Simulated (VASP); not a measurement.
These are vdW-DF-cx, VASP's PBE PAW potentials (set 64) (plane waves; VASP) values and carry that method's errors.

A VASP calculation is set up with these files.

File POSCAR:
```
Ca
1
    0.0000000000     2.6822538741     2.6822538741
    2.6822538741     0.0000000000     2.6822538741
    2.6822538741     2.6822538741     0.0000000000
Ca
1
Direct
  0.0000000000   0.0000000000   0.0000000000
```

### INCAR
```
SYSTEM=Ca
PREC=Accurate; ENCUT=520; LREAL=.False.
LASPH=.True.
EDIFF=1E-7; NELM=100; ALGO=Normal
ISMEAR=1; SIGMA=0.1
GGA=CX; LUSE_VDW=.True.; AGGAC=0.0
ISIF=2
LWAVE=.False.; LCHARG=.False.
```

### KPOINTS
```
Automatic
0
G
 12 12 12
```

POTCAR, in this order: Ca_sv (PBE.64 set). Program: vasp_std.

**Question.** What will the output report for the number of irreducible k-points (NKPTS), largest plane-wave count, number of space-group operations, FFT grid (NGX, NGY, NGZ)?

**Answer.** 
* **number of irreducible k-points (NKPTS)**: 72
* **largest plane-wave count**: 1056
* **number of space-group operations**: 48
* **FFT grid (NGX, NGY, NGZ)**: 28 × 28 × 28

The compound is Ca in the fcc structure. This cell is one point of a volume scan, at 0.94 of the reference volume.
